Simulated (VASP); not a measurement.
Input for VASP

**POSCAR**
```
MgSe
1
    4.2193985973     0.0000000000     0.0000000000
   -2.1096992987     3.6541065153     0.0000000000
    0.0000000000     0.0000000000     6.7854562481
Mg Se
2 2
Direct
  0.3333330000   0.6666670000   0.9976729635
  0.6666670000   0.3333330000   0.4976729635
  0.3333330000   0.6666670000   0.3773270365
  0.6666670000   0.3333330000   0.8773270365
```

### INCAR
```
! general
SYSTEM  = MgSe
PREC    = Accurate
ENCUT   = 500
LREAL   = .FALSE.
LASPH   = .TRUE.   ! aspherical one-centre terms

! electronic loop
EDIFF   = 1E-6
NELM    = 100   ! most electronic steps
ALGO    = Normal   ! blocked Davidson
LMAXMIX = 4

! smearing
ISMEAR  = 0
SIGMA   = 0.05

! functional
GGA     = PS

! ions
IBRION  = 2
NSW     = 40   ! most ionic steps
ISIF    = 3   ! ions, shape and volume
EDIFFG  = -0.02
PSTRESS = 50   ! kbar

! output
LWAVE   = .FALSE.
LCHARG  = .FALSE.
```

File KPOINTS:
```
Automatic mesh
0
Gamma
6 6 4
0 0 0
```

POTCAR, in this order: Mg Se (PBE.64 set). Program: vasp_std.

### Question
Write an equivalent input for Ansatz.

### Answer
One equivalent input (not run):
Ansatz 0.2 input:
```yaml
crystal:
  lattice:
    - [4.2193986, 0.0000000, 0.0000000]
    - [-2.1096993, 3.6541065, 0.0000000]
    - [0.0000000, 0.0000000, 6.7854562]
  atoms:
    - { symbol: Mg, position: [0.3333330, 0.6666670, 0.9976730] }
    - { symbol: Mg, position: [0.6666670, 0.3333330, 0.4976730] }
    - { symbol: Se, position: [0.3333330, 0.6666670, 0.3773270] }
    - { symbol: Se, position: [0.6666670, 0.3333330, 0.8773270] }
kpoints:
  mp_grid: { grid: [6, 6, 4] }
hamiltonian:
  xc: pbesol
  pseudopotentials: { kind: paw }
scf:
  occupations: { method: gaussian, width: 0.05 }
  max_iter: 100
relax:
  max_steps: 40
  f_tol: 0.02
  cell: { p_target: 5 }
output: { forces: true, stress: true, eigenvalues: true }
```
What does not carry over: each code has its own PAW files, so the cut-off isn't converted (ENCUT is set for VASP's; basis.ecutwfc is left out, and Ansatz then takes the one that its files recommend); Ansatz stops its SCF on the density residual and VASP on the energy change (EDIFF).

The structure was generated: MgSe was put into the wurtzite type (P6_3mc), which need not be its known phase. This run relaxes it under an external pressure of 5 GPa. Symmetry was kept, so distortions that lower it aren't found.
